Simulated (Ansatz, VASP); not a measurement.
# Cross-check of TiO2 (Rutile) between VASP and Ansatz, part 2 of 2

One calculation is typed for both programs; each brings its own data sets. How far apart do they land? The cell is taken from a series of runs on this material, whose earlier steps may have relaxed, scaled, displaced or heated it; both programs get it as it stands.

VASP 6.6.1 and Ansatz 0.2.0.

So far: The starting structure; VASP: G0W0 gap, r2SCAN, DFT+U.

## (3) Ansatz: G0W0 gap, r2SCAN, DFT+U

Level of this step: Ansatz beside VASP: Kohn-Sham DFT, plane waves, r2SCAN, DFT+U (Ansatz).

Ansatz runs on its default PAW (the set named soft_2) files.

The same cell, functional and mesh now go to Ansatz, which takes its cutoff from its data sets.

File input.yaml:

```yaml
crystal:
  lattice:
    - [4.5922, 0.0, 0.0]
    - [0.0, 4.5922, 0.0]
    - [0.0, 0.0, 2.9574]
  atoms:
    - { symbol: Ti, position: [0.0, 0.0, 0.0] }
    - { symbol: Ti, position: [0.5, 0.5, 0.5] }
    - { symbol: O, position: [0.30496, 0.30496, 0.0] }
    - { symbol: O, position: [0.19504, 0.80496, 0.5] }
    - { symbol: O, position: [0.69504, 0.69504, 0.0] }
    - { symbol: O, position: [0.80496, 0.19504, 0.5] }
kpoints:
  mp_grid: { grid: [4, 4, 6] }
hamiltonian:
  xc: r2scan
  hubbard: { sites: [{ species: Ti, l: d, u_eff: 4.0 }] }
scf:
  occupations: { method: fixed }
gw:
  n_empty_bands: 260
  ecut_chi: 150
  qp_bands: [v2, c2]
  qp_kpoints: band_edges
  screening: { model: contour_deformation }
```

On the command line:

```
$ ansatz run input.yaml --threads 3 --pin off --max-ram 64512MiB --backend cuda --devices 1 --max-vram 24GiB --events-out ev --progress --plain --runs-dir out
```

Numbers of over 12 decimals in the logs are rounded to 6 here.

What it wrote:

```text
Ti: projections on atomic orbitals take those of the free atom [Ne] 3s2 3p6 3d2 4s2, of charge +0.00 (hamiltonian.pseudopotentials.projection_atoms); the dataset's partial waves leave at most 4.1e-7 of an orbital's norm unspanned inside its sphere
O: projections on atomic orbitals take those of the free atom [He] 2s2 2p4, of charge +0.00 (hamiltonian.pseudopotentials.projection_atoms); the dataset's partial waves leave at most 1.9e-8 of an orbital's norm unspanned inside its sphere
GPUs: using 1 of 1 available (devices: 1).
Engine: ansatz 0.2.0, x86_64-unknown-linux-gnu
Pseudopotentials: kind: paw
Pseudopotential: Ti, paw, valence charge 12, recommended cutoff 500 eV (meta_gga), Ti.paw.azcp
Pseudopotential: O, paw, valence charge 6, recommended cutoff 500 eV (meta_gga), O.paw.azcp
Functional definition: r2SCAN
  parameter k0 = 0.174
  parameter k1 = 0.065
  parameter a1 = 4.9479
  exchange = r2scan_x(k0 = k0, k1 = k1, a1 = a1)
  correlation = r2scan_c
device memory: the entry about to start is reckoned to put 1.3 GiB on a device that reports 65.4 GiB free (of which the cap on the GPU budget leaves the run 24.0 GiB)
GPU FFT provider: cuFFT
GPU libraries: cuBLAS 13.8.2, cuFFT 12.4.0, cuSOLVER 12.3.4
Crystal: 6 atoms, lattice volume = 62.367 Å³
Basis set: ecut = 500 eV, 1559 PW (Γ), exchange–correlation on 144×144×96 points (64 copies of the dense FFT grid, shifted against one another)
Bands: 30, of which v1, the nominal top of the filled ones, is band 24 counted from 1 (23 counted from 0)
Symmetry: 16 space group operations
Space group: P42/mnm (ITA 136), of the structure as read, at distance tolerance 4.0e-5 Å
k-points: 24 of 96
Non-local potential: Ti, projectors of the file, l = 0: 3, l = 1: 2, l = 2: 3, l = 3: 1
Non-local potential: O, projectors of the file, l = 0: 2, l = 1: 2, l = 2: 1
PAW form: soft (Blöchl's): semilocal exchange-correlation on the pseudo side does not see the compensation charge
PAW frozen core: Ti, regenerated for the run's functional (the file was generated under x = pbe(κ = 0.804, μ = 0.219515), c = pbe(β = 0.066725))
PAW frozen core: O, regenerated for the run's functional (the file was generated under x = pbe(κ = 0.804, μ = 0.219515), c = pbe(β = 0.066725))
PAW one-centre angular grid: Ti, 590 points (default); XC on 160 Gauss nodes
PAW one-centre angular grid: O, 302 points (default); XC on 160 Gauss nodes
Initial density: superposition of atomic densities (chi_scale 0.1, normalization cell, long waves of neutral atoms under a Hubbard term (reshape's long-wave potential 0.00 eV rms, cloud 2.26 Å wide))
Initial wavefunctions: pseudopotential atomic-orbital guess
GPU buffer pool allocated for 31104 grid points (all kernels)
GPU transforms: local potential and band sums: pruned to the plane-wave sphere, on 36×36×24
Functional: x = r2scan, c = r2scan; τ floored in thin density (d = 2e-4 eV/Å³)
SCF iter   1: F=—  HF=-7286.827018 eV  |F-HF|=—  |Δ(HF+E_count)|=         —  Δρ=1.11e-1  dr2=8.07e0  dr2_τ=1.12e0  ethr=3.10e-3  ⟨swp⟩=4.0  Hψ=2735  notcnv=0  defer=49
preconditioner: auto → Resta (q_TF=auto, 2.612 Å⁻¹)  ε∞=6.2  [insulator: Δε(μ)=3.997 eV  Ē_g=11.656 eV  n_scr=18 (ndim 8)  ℏωp=26.6 eV  f_vac=0.000  ε∞_Penn≈6.2]
SCF iter   2: F=—  HF=-7285.943755 eV  |F-HF|=—  |Δ(HF+E_count)|=   8.83e-1  Δρ=4.94e-2  dr2=6.92e-1  dr2_τ=3.80e-1  ethr=3.10e-3  ⟨swp⟩=3.0  Hψ=1630  notcnv=0  defer=69
SCF iter   3: F=—  HF=-7286.096665 eV  |F-HF|=—  |Δ(HF+E_count)|=   1.53e-1  Δρ=2.60e-2  dr2=2.52e-1  dr2_τ=1.87e-2  ethr=1.44e-3  ⟨swp⟩=2.5  Hψ=1098  notcnv=0  defer=23
SCF iter   4: F=—  HF=-7286.182058 eV  |F-HF|=—  |Δ(HF+E_count)|=   8.54e-2  Δρ=8.80e-3  dr2=3.26e-2  dr2_τ=2.70e-3  ethr=5.25e-4  ⟨swp⟩=2.2  Hψ=1074  notcnv=0  defer=88
SCF iter   5: F=—  HF=-7286.189104 eV  |F-HF|=—  |Δ(HF+E_count)|=   7.05e-3  Δρ=1.67e-3  dr2=1.72e-3  dr2_τ=9.53e-5  ethr=6.80e-5  ⟨swp⟩=3.0  Hψ=1370  notcnv=0  defer=94
SCF iter   6: F=—  HF=-7286.189266 eV  |F-HF|=—  |Δ(HF+E_count)|=   1.62e-4  Δρ=3.42e-4  dr2=8.75e-5  dr2_τ=4.78e-6  ethr=3.58e-6  ⟨swp⟩=2.1  Hψ=1050  notcnv=0  defer=96
SCF iter   7: F=—  HF=-7286.189264 eV  |F-HF|=—  |Δ(HF+E_count)|=   1.63e-6  Δρ=4.75e-5  dr2=1.97e-6  dr2_τ=6.36e-8  ethr=1.82e-7  ⟨swp⟩=2.0  Hψ=1020  notcnv=0  defer=26
SCF iter   8: F=—  HF=-7286.189265 eV  |F-HF|=—  |Δ(HF+E_count)|=   7.58e-7  Δρ=2.30e-5  dr2=3.14e-7  dr2_τ=2.40e-8  ethr=4.10e-9  ⟨swp⟩=2.7  Hψ=1366  notcnv=0  defer=31
SCF iter   9: F=-7286.189265 eV  HF=-7286.189265 eV  |F-HF|=1.96e-8  |Δ(HF+E_count)|=   1.52e-8  Δρ=6.01e-6  dr2=2.50e-8  dr2_τ=1.66e-9  ethr=2.08e-10  ⟨swp⟩=5.5  Hψ=2233  notcnv=0
SCF 1 converged in 9 iterations: F = -7286.189265 eV  dr2 = 2.50e-8
  greatest PAW one-centre occupation: 1.000 electrons in one spin orbital (limit 2), on the Ti atom at site 1 (counted from 0), in its partial waves of l = 0
[...]
--- Band table (eV; the first three rows and the last of 24) ---
  k-point 0: bands = [... 20 lower, 8.3220, 8.6293, 8.6293, 9.1657, 11.9376, 12.1624, 12.4530, 12.4886, ... 2 higher]
  k-point 1: bands = [... 20 lower, 7.3740, 8.1655, 8.1655, 8.9677, 12.3316, 12.3320, 12.4652, 12.7326, ... 2 higher]
  k-point 2: bands = [... 20 lower, 7.0609, 7.4795, 7.4795, 8.1652, 12.3754, 12.6734, 13.2015, 13.2439, ... 2 higher]
  k-point 23: bands = [... 20 lower, 7.8895, 7.8895, 8.4069, 8.4069, 12.5889, 12.5889, 13.0245, 13.0245, ... 2 higher]
Occupation matrices written to <dir>
--- G₀W₀: contour deformation, 6 samples at zero and on the imaginary axis and 1 off it, 96 q-points, 260 empty bands' worth ---
  eigenvalues of the whole cell's RPA ε∞ on this k-mesh (on a slab, of 1 + 4πα/V) = 5.3890, 5.3890, 6.2836; static W/v taken at q = 0 is 0.175635
  bands read: the sum over 284 bands ends inside a degenerate multiplet in 1 slot, whose members it reads at an even weight; the widest, k=0: bands 284 to 285 (counted from 1) at 1/2 each
  gw.qp_kpoints: band_edges: 19 of 24 stored k-points solved, in 1 pass; an edge of the gap read off the rows below is read off those points alone
    valence top: of the k-points left out ik 8 came nearest to being solved in a further pass, in band 23 (counted from 1, as in the quasiparticle table): it holds the edge there only if its correction is more favourable than any solved in that band by at least 0.765 eV; those differ by 0.203 eV
    conduction bottom: of the k-points left out ik 7 came nearest to being solved in a further pass, in band 26 (counted from 1, as in the quasiparticle table): it holds the edge there only if its correction is more favourable than any solved in that band by at least 0.439 eV; those differ by 0.311 eV
    ik  band        ε_KS         Σx   Σc(E_QP)       V_xc       Z   E_QP_lin       E_QP  E_QP is
     0    23      8.6293   -26.4177     4.3396   -21.9770  0.7414     8.5280     8.5282  root
     0    24      9.1657   -26.5394     4.6344   -21.7642  0.7324     9.0246     9.0249  root
     0    25     11.9376   -13.0062    -6.8075   -19.9894  0.7351    12.1138    12.1133  root
     0    26     12.1624   -13.1589    -6.6253   -20.0653  0.7383    12.4449    12.4435  root
     1    23      8.1655   -25.8292     4.1402   -21.4886  0.7389     7.9645     7.9651  root
     1    24      8.9677   -26.3697     4.7294   -21.5007  0.7309     8.8278     8.8281  root
     1    25     12.3316   -13.5791    -6.7748   -20.7073  0.7347    12.6872    12.6850  root
     1    26     12.3320   -12.9278    -7.1808   -20.2574  0.7203    12.4812    12.4808  root
     2    23      7.4795   -25.7078     4.7268   -20.6925  0.7213     7.1892     7.1909  root
     2    24      8.1652   -25.2248     4.6991   -20.2809  0.7240     7.9193     7.9205  root
     2    25     12.3754   -13.2878    -7.0178   -20.4865  0.7194    12.5570    12.5563  root
     2    26     12.6734   -13.7074    -7.1913   -21.2669  0.7255    13.0441    13.0416  root
     3    23      7.6361   -25.8533     4.7251   -20.8417  0.7245     7.3481     7.3497  root
     3    24      7.6361   -25.8533     4.7251   -20.8417  0.7245     7.3481     7.3497  root
     3    25     12.8714   -13.9491    -7.0798   -21.3653  0.7081    13.2101    13.2077  root
     3    26     12.8714   -13.9491    -7.0798   -21.3653  0.7081    13.2101    13.2077  root
     4    23      8.2720   -25.9230     4.4249   -21.3405  0.7318     8.1140     8.1144  root
     4    24      8.9084   -26.2986     4.6641   -21.4749  0.7311     8.7483     8.7488  root
     4    25     12.1791   -13.2326    -6.7957   -20.2641  0.7310    12.4158    12.4148  root
     4    26     12.5155   -13.0829    -6.7914   -20.1268  0.7276    12.7692    12.7680  root
     5    23      8.0877   -25.6742     4.4254   -21.0212  0.7301     7.8591     7.8601  root
     5    24      8.7637   -26.1615     4.6718   -21.3223  0.7300     8.5958     8.5963  root
     5    25     12.4164   -13.1413    -7.0908   -20.4262  0.7209    12.6112    12.6105  root
     5    26     12.6806   -13.8023    -6.8995   -20.9998  0.7198    12.9804    12.9786  root
[...]
21    23      7.6228   -26.2171     4.2927   -21.7125  0.7426     7.4101     7.4108  root
    21    24      7.6228   -26.2171     4.2927   -21.7125  0.7426     7.4101     7.4108  root
    21    25     12.3259   -13.5680    -6.8541   -20.7350  0.7299    12.6405    12.6388  root
    21    26     12.3259   -13.5680    -6.8541   -20.7350  0.7299    12.6405    12.6388  root
    23    23      8.4069   -26.3856     4.5228   -21.6682  0.7362     8.2117     8.2123  root
    23    24      8.4069   -26.3856     4.5228   -21.6682  0.7362     8.2117     8.2123  root
    23    25     12.5889   -13.3152    -6.9499   -20.4815  0.7174    12.8061    12.8052  root
    23    26     12.5889   -13.3152    -6.9499   -20.4815  0.7174    12.8061    12.8052  root
```

## (4) Side by side

Known differences besides the potentials themselves: U acts on the PAW sphere in VASP and on atomic orbitals in Ansatz, so only states and trends compare; VASP keeps PBE cores, Ansatz makes them for the functional; fixed occupations in Ansatz, narrow Gaussian smearing in VASP; the cutoff is 500 eV in Ansatz and 440 eV in VASP; Ansatz integrates over frequency by contour deformation, VASP on a grid of NOMEGA points; Ansatz's G0W0 levels solve the quasiparticle equation, VASP's are linearised. Total energies have different zeros and are not compared.

Both answers:

```csv
quantity,Ansatz,VASP,difference
G0W0 gap on the mesh (eV),3.08,3.10,-0.02
Kohn-Sham gap under it (eV),2.73,2.76,-0.02
```

## (5) Outcome

```json
{
 "difference in G0W0 gap on the mesh (G0W0 gap, r2SCAN, DFT+U)": "-0.019 eV"
}
```

What this shows: The difference in G0W0 gap on the mesh is -0.019 eV (G0W0 gap, r2SCAN, DFT+U). How closely two codes agree says nothing of how well the functional describes the real material.

[Lines on the potential files, build, host, timing and source positions are cut from VASP's logs without a mark.]

[Logs are printed without paths, hosts, clocks, repeated set-up lines and the standing remarks that a program may print on its own settings, such as how far it seeks lower states.]

[Hosts, paths, dates, database ids (printed as entryN), source tags and the programs' standing remarks are cut or masked in the printed files.]
